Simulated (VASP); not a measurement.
Input:

```yaml
crystal:
  lattice:
    - [4.86832, -8.43217, 0.00000]
    - [4.86832, 8.43217, 0.00000]
    - [0.00000, 0.00000, 10.55628]
  atoms:
    - { symbol: Ga, position: [0.22186, 0.11106, 0.24974] }
    - { symbol: Ga, position: [0.11068, 0.22262, 0.00216] }
    - { symbol: Ga, position: [0.22181, 0.11237, 0.74902] }
    - { symbol: Ga, position: [0.11351, 0.23293, 0.49482] }
    - { symbol: Ga, position: [0.21824, 0.44250, 0.25857] }
    - { symbol: Ga, position: [0.11067, 0.55471, 0.00222] }
    - { symbol: Ga, position: [0.22064, 0.44385, 0.75117] }
    - { symbol: Ga, position: [0.11329, 0.54763, 0.49499] }
    - { symbol: Ga, position: [0.22186, 0.77761, 0.24975] }
    - { symbol: Ga, position: [0.11109, 0.88893, 0.99949] }
    - { symbol: Ga, position: [0.22186, 0.77645, 0.74916] }
    - { symbol: Ga, position: [0.11056, 0.88874, 0.50010] }
    - { symbol: Ga, position: [0.55356, 0.11021, 0.24990] }
    - { symbol: Ga, position: [0.44372, 0.22181, 0.99967] }
    - { symbol: Ga, position: [0.55517, 0.11108, 0.75047] }
    - { symbol: Ga, position: [0.44211, 0.22384, 0.50224] }
    - { symbol: Ga, position: [0.55416, 0.44472, 0.25104] }
    - { symbol: Ga, position: [0.44300, 0.55492, 0.00109] }
    - { symbol: Ga, position: [0.55851, 0.44367, 0.75012] }
    - { symbol: Ga, position: [0.55419, 0.77651, 0.25106] }
    - { symbol: Ga, position: [0.44377, 0.88868, 0.99960] }
    - { symbol: Ga, position: [0.55853, 0.78161, 0.75007] }
    - { symbol: Ga, position: [0.44204, 0.88542, 0.50239] }
    - { symbol: Ga, position: [0.88569, 0.10940, 0.25028] }
    - { symbol: Ga, position: [0.77765, 0.22219, 0.99957] }
    - { symbol: Ga, position: [0.89050, 0.11320, 0.74868] }
    - { symbol: Ga, position: [0.77506, 0.22113, 0.49970] }
    - { symbol: Ga, position: [0.88561, 0.44314, 0.25033] }
    - { symbol: Ga, position: [0.77841, 0.55585, 0.99961] }
    - { symbol: Ga, position: [0.89041, 0.44434, 0.74885] }
    - { symbol: Ga, position: [0.77933, 0.55729, 0.50124] }
    - { symbol: Ga, position: [0.88832, 0.77759, 0.24977] }
    - { symbol: Ga, position: [0.77846, 0.88943, 0.99961] }
    - { symbol: Ga, position: [0.88997, 0.77850, 0.75027] }
    - { symbol: Ga, position: [0.77960, 0.88953, 0.50110] }
    - { symbol: N, position: [0.22069, 0.11416, 0.43836] }
    - { symbol: N, position: [0.10959, 0.22237, 0.19099] }
    - { symbol: N, position: [0.22081, 0.11174, 0.93800] }
    - { symbol: N, position: [0.11264, 0.22529, 0.68391] }
    - { symbol: N, position: [0.10956, 0.55399, 0.19104] }
    - { symbol: N, position: [0.22081, 0.44378, 0.94013] }
    - { symbol: N, position: [0.11256, 0.55436, 0.68403] }
    - { symbol: N, position: [0.22066, 0.77348, 0.43839] }
    - { symbol: N, position: [0.11101, 0.88891, 0.18821] }
    - { symbol: N, position: [0.22082, 0.77580, 0.93806] }
    - { symbol: N, position: [0.11220, 0.88954, 0.68806] }
    - { symbol: N, position: [0.55237, 0.10974, 0.43864] }
    - { symbol: N, position: [0.44320, 0.22207, 0.18771] }
    - { symbol: N, position: [0.55513, 0.11095, 0.93845] }
    - { symbol: N, position: [0.44402, 0.22189, 0.68951] }
    - { symbol: N, position: [0.56547, 0.43578, 0.43482] }
    - { symbol: N, position: [0.43902, 0.55301, 0.19242] }
    - { symbol: N, position: [0.55587, 0.44441, 0.94016] }
    - { symbol: N, position: [0.44619, 0.55650, 0.71159] }
    - { symbol: N, position: [0.56569, 0.79721, 0.43478] }
    - { symbol: N, position: [0.44317, 0.88807, 0.18766] }
    - { symbol: N, position: [0.55592, 0.77824, 0.94008] }
    - { symbol: N, position: [0.44409, 0.88905, 0.68959] }
    - { symbol: N, position: [0.88963, 0.11354, 0.43832] }
    - { symbol: N, position: [0.77589, 0.22138, 0.18798] }
    - { symbol: N, position: [0.89018, 0.11217, 0.93774] }
    - { symbol: N, position: [0.77706, 0.22206, 0.68805] }
    - { symbol: N, position: [0.88955, 0.44333, 0.43838] }
    - { symbol: N, position: [0.77665, 0.55576, 0.18772] }
    - { symbol: N, position: [0.89016, 0.44484, 0.93786] }
    - { symbol: N, position: [0.78020, 0.55641, 0.68895] }
    - { symbol: N, position: [0.88984, 0.77849, 0.43828] }
    - { symbol: N, position: [0.77668, 0.88780, 0.18768] }
    - { symbol: N, position: [0.88921, 0.77801, 0.93823] }
    - { symbol: N, position: [0.78030, 0.89086, 0.68885] }
```
Cell charge -1.

All values below come from HSE06 screened hybrid, VASP's PBE PAW potentials (set 64) (plane waves; VASP). Settings: PREC = Normal, LREAL = Auto, ISYM = 0, NELECT = 281.0, EDIFF = 1E-5, 400 eV cut-off, 1×1×1 Γ-centred mesh, Gaussian smearing of 0.050 eV, potentials Ga N. Starting moments (MAGMOM): 70*0.0429. The cell's moment is fixed (NUPDOWN = 3).

The cell is charged, with a uniform compensating background. The supercell is sampled at Γ alone, which is coarse: total energies, pressure and levels can be off, energies of defects by several tenths of an eV.

**Question.** What does the run give for the cell moment, energy per atom (σ→0)?

**Answer.** 
The cell moment is 3.00 μB and the energy per atom (σ→0) is -7.176 eV/atom.

**Question.** Give the moment on each site (PAW-sphere projection).

**Answer.** 
```csv
site,moment (μB)
Ga1,0.01
Ga2,0.01
Ga3,0.01
Ga4,0.01
Ga5,0.01
Ga6,0.01
Ga7,0.00
Ga8,0.01
Ga9,0.01
Ga10,0.01
Ga11,0.01
Ga12,0.00
Ga13,0.01
Ga14,0.01
Ga15,0.01
Ga16,0.00
Ga17,0.00
Ga18,0.00
Ga19,0.00
Ga20,0.00
Ga21,0.01
Ga22,0.00
Ga23,0.00
Ga24,0.01
Ga25,0.01
Ga26,0.01
Ga27,0.01
Ga28,0.01
Ga29,0.01
Ga30,0.01
Ga31,-0.01
Ga32,0.01
Ga33,0.01
Ga34,0.01
Ga35,-0.01
N36,0.01
N37,0.01
N38,0.01
N39,0.01
N40,0.01
N41,0.03
N42,0.01
N43,0.01
N44,0.01
N45,0.01
N46,0.01
N47,0.09
N48,0.02
N49,0.01
N50,0.01
N51,0.37
N52,0.02
N53,0.04
N54,0.53
N55,0.38
N56,0.02
N57,0.04
N58,0.01
N59,0.02
N60,0.01
N61,0.01
N62,0.01
N63,0.02
N64,0.01
N65,0.01
N66,0.01
N67,0.01
N68,0.01
N69,0.01
N70,0.01
```

The absolute energy has meaning only against runs of the same code, potentials and settings.

The cell is a supercell with a defect, built from GaN (wurtzite): vac_Ga-vac_N, charge -1. The cell's shape comes from a PBE relaxation.
